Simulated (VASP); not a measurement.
Ti2SiTe2, 5 atoms in the cell. The structure is hexagonal, space group P-6m2 (No. 187). The conventional cell has a = 3.693 Å, b = 3.693 Å, c = 10.510 Å, α = 90.00°, β = 90.00°, γ = 120.00°. Ti (site symmetry 3m) has 3 Si at 2.63 Å and 3 Te at 2.75 Å as nearest neighbours. Around Si (site symmetry -6m2) lie 6 Ti at 2.63 Å. Around Te (site symmetry 3m) lie 3 Ti at 2.75 Å. The cell was built by a generator and needn't be a form met in nature.

- Program: VASP 6.6.1
- Task: single point
- Functional: r2SCAN
- Potentials or basis: VASP PAW PBE potentials, release 64 (Ti_sv, Si, Te)
- Cutoff: 520 eV
- k mesh: 10 × 10 × 4
- Occupations: gaussian, width 0.1 eV
- Spin: no spin polarisation
- Further INCAR settings: ALGO = Normal; EDIFF = 1e-06

Potentials or basis: VASP PAW PBE potentials, release 64 (Ti_sv, Si, Te).

Launch:

```sh
$ cat potpaw_PBE.64/Ti_sv/POTCAR potpaw_PBE.64/Si/POTCAR potpaw_PBE.64/Te/POTCAR > POTCAR
$ mpirun -np 4 vasp_std > vasp.out
```

Hardware: 4 MPI ranks on Intel(R) Xeon(R) 6975P-C (Granite Rapids) (shared host).

Question: How long does it take, and how much memory?

Answer: Run time: 120 s on 4 MPI ranks on Intel(R) Xeon(R) 6975P-C (Granite Rapids), on a shared host, peak memory 0.33 GiB a rank. Counts: scf iterations 25, k points 42.
